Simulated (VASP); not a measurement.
Calculation: PBE GGA with D3 dispersion (zero damping), VASP's PBE PAW potentials (set 64) (plane waves; VASP 6.6.1).

Input for VASP

POSCAR:
```
Y
1
    1.8250000000    -3.1609930000     0.0000000000
    1.8250000000     3.1609930000     0.0000000000
    0.0000000000     0.0000000000     5.7300000000
Y
2
Direct
  0.3333330000   0.6666670000   0.2500000000
  0.6666670000   0.3333330000   0.7500000000
```

**INCAR**
```
ISMEAR  =  1   ! Methfessel-Paxton
LMAXMIX  =  4   ! l cut-off of mixed one-centre charges
GGA  =  PE   ! PBE
NELM  =  100
LWAVE  =  .FALSE.
NSW  =  60   ! most ionic steps
LREAL  =  .FALSE.   ! projection in real space or not
PREC  =  Accurate
IVDW  =  11
IBRION  =  2   ! conjugate gradients
ENCUT  =  520   ! plane-wave cut-off (eV)
EDIFFG  =  -0.01   ! ionic stop
ISIF  =  3   ! ions, shape and volume
LCHARG  =  .FALSE.
EDIFF  =  1E-6   ! SCF stop (eV)
SYSTEM  =  Y
LASPH  =  .TRUE.
SIGMA  =  0.1   ! width (eV)
ALGO  =  Normal   ! blocked Davidson
```

File KPOINTS:
```
Automatic mesh
0
Gamma
10 10 6
0 0 0
```

POTCAR, in this order: Y_sv (PBE.64 set). Program: vasp_std.

Output of the run:

File OUTCAR:
```
 ion  position               nearest neighbor table
   1  0.333  0.667  0.250-   2 3.56   2 3.56   2 3.56   2 3.56   2 3.56   2 3.56
   2  0.667  0.333  0.750-   1 3.56   1 3.56   1 3.56   1 3.56   1 3.56   1 3.56
  LATTYP: Found a hexagonal cell.
 ALAT       =     3.6500002392
 C/A-ratio  =     1.5698629108
 Subroutine PRICEL returns:
 Original cell was already a primitive cell.
 Subroutine GETGRP returns: Found 24 space group operations
The static configuration has the point symmetry D_3d.
 The point group associated with its full space group is D_6h.
The dynamic configuration has the point symmetry D_3d.
 Subroutine INISYM returns: Found 24 space group operations
 Subroutine IBZKPT returns following result:
 Found     56 irreducible k-points:

 Following reciprocal coordinates:
            Coordinates               Weight
  0.000000  0.000000  0.000000      1.000000
  0.100000 -0.000000  0.000000      6.000000
  0.200000 -0.000000  0.000000      6.000000
  0.300000 -0.000000  0.000000      6.000000
  0.400000 -0.000000  0.000000      6.000000
  0.500000  0.000000  0.000000      3.000000
  0.100000  0.100000  0.000000      6.000000
...
```

**OSZICAR**
```
       N       E                     dE             d eps       ncg     rms          rms(c)
DAV:   1     0.854244943401E+02    0.85424E+02   -0.11550E+04  1688   0.139E+03
DAV:   2    -0.590643227072E+01   -0.91331E+02   -0.90359E+02  2101   0.283E+02
DAV:   3    -0.131261740674E+02   -0.72197E+01   -0.71654E+01  3193   0.476E+01
DAV:   4    -0.132653893905E+02   -0.13922E+00   -0.13916E+00  1877   0.754E+00
DAV:   5    -0.132697190102E+02   -0.43296E-02   -0.43295E-02  2482   0.955E-01    0.325E+01
DAV:   6    -0.129367132290E+02    0.33301E+00   -0.44067E-01  1680   0.477E+00    0.202E+01
DAV:   7    -0.128799951743E+02    0.56718E-01   -0.87076E-01  2086   0.619E+00    0.188E+00
DAV:   8    -0.128698274080E+02    0.10168E-01   -0.18033E-01  2016   0.276E+00    0.147E+00
DAV:   9    -0.128686374435E+02    0.11900E-02   -0.41310E-03  2376   0.456E-01    0.415E-01
DAV:  10    -0.128688555030E+02   -0.21806E-03   -0.25196E-03  1736   0.527E-01    0.476E-01
DAV:  11    -0.128687314690E+02    0.12403E-03   -0.24369E-04  1873   0.163E-01    0.508E-02
DAV:  12    -0.128687261684E+02    0.53005E-05   -0.35990E-05  1949   0.588E-02    0.192E-02
DAV:  13    -0.128687276995E+02   -0.15311E-05   -0.55987E-06  1832   0.240E-02    0.702E-04
DAV:  14    -0.128687277832E+02   -0.83645E-07   -0.12610E-07  1043   0.272E-03
   1 F= -.13379469E+02 E0= -.13380660E+02  d E =-.133795E+02
       N       E                     dE             d eps       ncg     rms          rms(c)
DAV:   1    -0.134416033760E+02   -0.57288E+00   -0.12953E+01  2377   0.261E+01    0.534E+00
DAV:   2    -0.129406221682E+02    0.50098E+00   -0.12467E+00  2171   0.816E+00    0.254E+00
DAV:   3    -0.128101751644E+02    0.13045E+00   -0.98357E-01  2611   0.560E+00    0.158E+00
DAV:   4    -0.128309335430E+02   -0.20758E-01   -0.94782E-02  2025   0.178E+00    0.706E-01
DAV:   5    -0.128477970037E+02   -0.16863E-01   -0.31965E-02  3032   0.750E-01    0.365E-01
DAV:   6    -0.128508386938E+02   -0.30417E-02   -0.37866E-03  1764   0.504E-01    0.529E-02
DAV:   7    -0.128514024499E+02   -0.56376E-03   -0.26441E-03  3007   0.190E-01    0.378E-02
DAV:   8    -0.128514391485E+02   -0.36699E-04   -0.15818E-04  2730   0.712E-02    0.297E-02
DAV:   9    -0.128514391517E+02   -0.31705E-08   -0.51453E-06  1879   0.153E-02
   2 F= -.13401887E+02 E0= -.13402863E+02  d E =-.224181E-01
       N       E                     dE             d eps       ncg     rms          rms(c)
DAV:   1    -0.128675183424E+02   -0.16079E-01   -0.22231E-01  2298   0.343E+00    0.710E-01
DAV:   2    -0.128590385495E+02    0.84798E-02   -0.26595E-02  2111   0.115E+00    0.351E-01
DAV:   3    -0.128567366974E+02    0.23019E-02   -0.21351E-02  2650   0.822E-01    0.238E-01
DAV:   4    -0.128569982995E+02   -0.26160E-03   -0.16698E-03  2064   0.253E-01    0.119E-01
DAV:   5    -0.128573702359E+02   -0.37194E-03   -0.53189E-04  3085   0.109E-01    0.555E-02
DAV:   6    -0.128574142981E+02   -0.44062E-04   -0.79400E-05  1750   0.767E-02    0.693E-03
DAV:   7    -0.128574187579E+02   -0.44599E-05   -0.36096E-05  2789   0.223E-02    0.718E-03
DAV:   8    -0.128574191192E+02   -0.36129E-06   -0.24835E-06  1533   0.889E-03
   3 F= -.13402355E+02 E0= -.13403394E+02  d E =-.228864E-01
       N       E                     dE             d eps       ncg     rms          rms(c)
DAV:   1    -0.128568802198E+02    0.53854E-03   -0.39131E-03  2362   0.453E-01    0.952E-02
DAV:   2    -0.128567236673E+02    0.15655E-03   -0.45392E-04  2210   0.150E-01    0.461E-02
DAV:   3    -0.128566803128E+02    0.43354E-04   -0.35440E-04  2640   0.106E-01    0.306E-02
DAV:   4    -0.128566874262E+02   -0.71135E-05   -0.28061E-05  1890   0.326E-02    0.153E-02
DAV:   5    -0.128566955993E+02   -0.81731E-05   -0.88321E-06  2020   0.141E-02    0.652E-03
DAV:   6    -0.128566970415E+02   -0.14421E-05   -0.10310E-06   933   0.896E-03    0.157E-03
DAV:   7    -0.128566978040E+02   -0.76253E-06   -0.51193E-07   840   0.469E-03
   4 F= -.13402355E+02 E0= -.13403386E+02  d E =-.228864E-01
       N       E                     dE             d eps       ncg     rms          rms(c)
DAV:   1    -0.128610322153E+02   -0.43352E-02   -0.17842E-01  1680   0.342E+00    0.324E-01
DAV:   2    -0.128588864955E+02    0.21457E-02   -0.55745E-03  1820   0.548E-01    0.171E-01
DAV:   3    -0.128579731256E+02    0.91337E-03   -0.29225E-03  2114   0.397E-01    0.983E-02
DAV:   4    -0.128579912961E+02   -0.18170E-04   -0.11510E-04  2156   0.774E-02    0.534E-02
DAV:   5    -0.128579874789E+02    0.38172E-05   -0.40257E-05  2175   0.429E-02    0.122E-02
DAV:   6    -0.128579877695E+02   -0.29058E-06   -0.17333E-06  1160   0.923E-03
   5 F= -.13403144E+02 E0= -.13404182E+02  d E =-.789196E-03
       N       E                     dE             d eps       ncg     rms          rms(c)
DAV:   1    -0.128606422348E+02   -0.26548E-02   -0.12739E-01  1680   0.290E+00    0.276E-01
DAV:   2    -0.128591221555E+02    0.15201E-02   -0.39456E-03  1827   0.462E-01    0.145E-01
DAV:   3    -0.128584759522E+02    0.64620E-03   -0.20652E-03  2121   0.334E-01    0.835E-02
DAV:   4    -0.128584883138E+02   -0.12362E-04   -0.81086E-05  2148   0.652E-02    0.449E-02
DAV:   5    -0.128584851869E+02    0.31269E-05   -0.27874E-05  2195   0.360E-02    0.102E-02
DAV:   6    -0.128584854430E+02   -0.25607E-06   -0.11262E-06   975   0.773E-03
   6 F= -.13403259E+02 E0= -.13404253E+02  d E =-.903722E-03
       N       E                     dE             d eps       ncg     rms          rms(c)
DAV:   1    -0.128585324159E+02   -0.47229E-04   -0.67774E-03  1680   0.668E-01    0.625E-02
DAV:   2    -0.128584523168E+02    0.80099E-04   -0.20994E-04  1834   0.106E-01    0.333E-02
DAV:   3    -0.128584173221E+02    0.34995E-04   -0.10951E-04  2121   0.766E-02    0.193E-02
DAV:   4    -0.128584186433E+02   -0.13211E-05   -0.42268E-06  1847   0.149E-02    0.103E-02
DAV:   5    -0.128584189907E+02   -0.34743E-06   -0.11320E-06   889   0.829E-03
   7 F= -.13403277E+02 E0= -.13404285E+02  d E =-.921698E-03
```

### OUTCAR
```
------------------------ aborting loop because EDIFF is reached ----------------------------------------
 Edisp (eV)   -0.54486
  FORCE on cell =-STRESS in cart. coord.  units (eV):
  Direction    XX          YY          ZZ          XY          YZ          ZX
  --------------------------------------------------------------------------------------
  Total       0.00366     0.00366     0.01173     0.00000    -0.00000     0.00000
  in kB       0.09337     0.09337     0.29891     0.00000    -0.00000     0.00000
  external pressure =        0.16 kB  Pullay stress =        0.00 kB
  volume of cell :       62.87
      direct lattice vectors                 reciprocal lattice vectors
     1.807429407 -3.130559833  0.000000000     0.276635977 -0.159715842  0.000000000
     1.807429407  3.130559833 -0.000000000     0.276635977  0.159715842  0.000000000
    -0.000000000 -0.000000000  5.555343591     0.000000000  0.000000000  0.180006868
 POSITION                                       TOTAL-FORCE (eV/Angst)
 -----------------------------------------------------------------------------------
      1.80743      1.04352      1.38884        -0.000000     -0.000000      0.000000
      1.80743     -1.04352      4.16651         0.000000      0.000000      0.000000
 -----------------------------------------------------------------------------------
    total drift:                                0.000000      0.000512     -0.000010
  FREE ENERGIE OF THE ION-ELECTRON SYSTEM (eV)
  ---------------------------------------------------
  free  energy   TOTEN  =       -13.4032767168 eV

  energy  without entropy=      -13.4063002160  energy(sigma->0) =      -13.40428455

 reached required accuracy - stopping structural energy minimisation
```
(Selected blocks of OUTCAR.)

File CONTCAR:
```
Y
   1.00000000000000
     1.8074294072770825   -3.1305598326008739    0.0000000000000000
     1.8074294072770825    3.1305598326008739   -0.0000000000000000
    -0.0000000000000000   -0.0000000000000000    5.5553435908554789
  Y
     2
Direct
     0.3333330000000032    0.6666669999999968    0.2500000000000000
     0.6666669999999968    0.3333330000000032    0.7500000000000000
```

Energy and stress use the plane-wave basis of the starting cell.

The compound is Y in the hcp structure. This run relaxes it. Symmetry was kept, so distortions that lower it aren't found.
